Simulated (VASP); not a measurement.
OSZICAR of a VASP run on Zr (hcp):

### OSZICAR
```
       N       E                     dE             d eps       ncg     rms          rms(c)
DAV:   1     0.210258178891E+03    0.21026E+03   -0.11249E+04  4920   0.125E+03
DAV:   2    -0.396177288758E+00   -0.21065E+03   -0.20341E+03  5576   0.409E+02
DAV:   3    -0.184260903631E+02   -0.18030E+02   -0.17402E+02  8272   0.806E+01
DAV:   4    -0.193937078475E+02   -0.96762E+00   -0.96418E+00  6896   0.189E+01
DAV:   5    -0.194254058220E+02   -0.31698E-01   -0.31693E-01  7064   0.279E+00    0.164E+01
DAV:   6    -0.188405158394E+02    0.58489E+00   -0.85977E-01  5120   0.820E+00    0.668E+00
DAV:   7    -0.187253449871E+02    0.11517E+00   -0.57120E-01  6568   0.565E+00    0.116E+00
DAV:   8    -0.187279469031E+02   -0.26019E-02   -0.30786E-02  6512   0.109E+00    0.794E-01
DAV:   9    -0.187293572932E+02   -0.14104E-02   -0.11856E-02  5456   0.126E+00    0.201E-01
DAV:  10    -0.187291301570E+02    0.22714E-03   -0.81565E-04  5840   0.364E-01    0.198E-02
DAV:  11    -0.187291320811E+02   -0.19241E-05   -0.60393E-05  7672   0.470E-02    0.179E-02
DAV:  12    -0.187291321996E+02   -0.11849E-06   -0.37517E-06  5568   0.236E-02
   1 F= -.18729132E+02 E0= -.18728009E+02  d E =-.224726E-02  mag=    -0.0000     0.0000    -0.0000
       N       E                     dE             ncg
```

Q: Which electronic solver shows in the log?

A: It is blocked Davidson (ALGO = Normal, or the opening steps of other solvers). The INCAR had ALGO = Normal.

Q: How was spin treated?

A: With non-collinear spinors: mag has three components.

Q: Can the final energy be trusted as converged?

A: The calculation finished and met its thresholds. It stopped with EDIFF = 1E-6, NELM = 100 (LDA (Ceperley-Alder, Perdew-Zunger) with spin-orbit coupling, plane waves, VASP's LDA PAW potentials (set 64)).

The compound is Zr in the hcp structure. It was relaxed first, which changed the volume by -6 %.
